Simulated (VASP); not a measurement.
Here is a VASP 6.6.1 calculation.

The input INCAR:

```
SYSTEM = YB6
PREC = Accurate
ENCUT = 520
EDIFF = 1E-7
ISMEAR = 1
SIGMA = 0.1
LREAL = .FALSE.
LASPH = .TRUE.
NELM = 100
ALGO = Normal
ISIF = 2
LWAVE = .FALSE.
LCHARG = .FALSE.
GGA = CA
NBANDS = 24
```

KPOINTS

```
regular mesh
0
G
  7 7 7
  0 0 0
```

File POSCAR:

```
YB6
1.0
    3.9414219744      0.0000000000      0.0000000000
    0.0000000000      3.9414219744      0.0000000000
    0.0000000000      0.0000000000      3.9414219744
Y B
1 6
Direct
    0.0000000000      0.0000000000      0.0000000000
    0.2070000000      0.5000000000      0.5000000000
    0.5000000000      0.2070000000      0.5000000000
    0.7930000000      0.5000000000      0.5000000000
    0.5000000000      0.7930000000      0.5000000000
    0.5000000000      0.5000000000      0.2070000000
    0.5000000000      0.5000000000      0.7930000000
```

Potentials or basis: VASP PAW LDA potentials, release 64 (Y_sv, B).

Launch:

```sh
$ cat potpaw_LDA.64/Y_sv/POTCAR potpaw_LDA.64/B/POTCAR > POTCAR
$ mpirun -np 1 vasp_std > vasp.out
```

What does it give for the largest force?

3.236 eV/Å.

Estimate the band gap on the k mesh.

none (metal or under the smearing width).

Forces in eV/Å, atoms in the order of the input:
```
Y    0.000  0.000  0.000
B   -3.236  0.000  0.000
B    0.000 -3.236  0.000
B    3.236  0.000  0.000
B    0.000  3.236  0.000
B    0.000  0.000 -3.236
B    0.000  0.000  3.236
```

Caveat: forces of over 1 eV/Å show positions far from the minimum, so gaps and moduli don't describe the material at rest.
